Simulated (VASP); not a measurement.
The input files of a VASP run:

**POSCAR**
```
GaSb
1
    0.0000000000     3.0500000000     3.0500000000
    3.0500000000     0.0000000000     3.0500000000
    3.0500000000     3.0500000000     0.0000000000
Ga Sb
1 1
Direct
  0.0000000000   0.0000000000   0.0000000000
  0.2500000000   0.2500000000   0.2500000000
```

### INCAR
```
LMAXMIX=4
ISMEAR=0   ! Gaussian
SIGMA=0.05
NSW=60   ! most ionic steps
GGA=PE   ! PBE
IBRION=2
LREAL=F   ! projection in real space or not
SYSTEM=GaSb
LASPH=T
ENCUT=520   ! plane-wave cut-off (eV)
IVDW=12
PREC=Accurate
EDIFF=1E-6   ! SCF stop (eV)
ALGO=Normal   ! blocked Davidson
ISIF=3   ! ions, shape and volume
EDIFFG=-0.01   ! ionic stop
NELM=100   ! most electronic steps
LWAVE=F
LCHARG=F
```

### KPOINTS
```
kpoints
0
gamma
7 7 7
```

POTCAR, in this order: Ga_d Sb (PBE.64 set). Program: vasp_std.

Translate this PBE-D3(BJ) calculation to Ansatz.

One equivalent input (not run):
Ansatz 0.2 input:
```yaml
crystal:
  lattice:
    - [0.0000000, 3.0500000, 3.0500000]
    - [3.0500000, 0.0000000, 3.0500000]
    - [3.0500000, 3.0500000, 0.0000000]
  atoms:
    - { symbol: Ga, position: [0.0000000, 0.0000000, 0.0000000] }
    - { symbol: Sb, position: [0.2500000, 0.2500000, 0.2500000] }
kpoints:
  mp_grid: { grid: [7, 7, 7] }
hamiltonian:
  xc: pbe
  dispersion: d3bj
  pseudopotentials: { kind: paw }
scf:
  occupations: { method: gaussian, width: 0.05 }
  max_iter: 100
relax:
  max_steps: 60
  f_tol: 0.01
  cell: {}
output: { forces: true, stress: true, eigenvalues: true }
```
The two are equivalent in intent, not identical: each code has its own PAW files, so the cut-off isn't converted (ENCUT is set for VASP's; basis.ecutwfc is left out, and Ansatz then takes the one that its files recommend); Ansatz stops its SCF on the density residual and VASP on the energy change (EDIFF).

The compound is GaSb in the zinc blende structure. This run relaxes it. Symmetry was kept, so distortions that lower it aren't found.
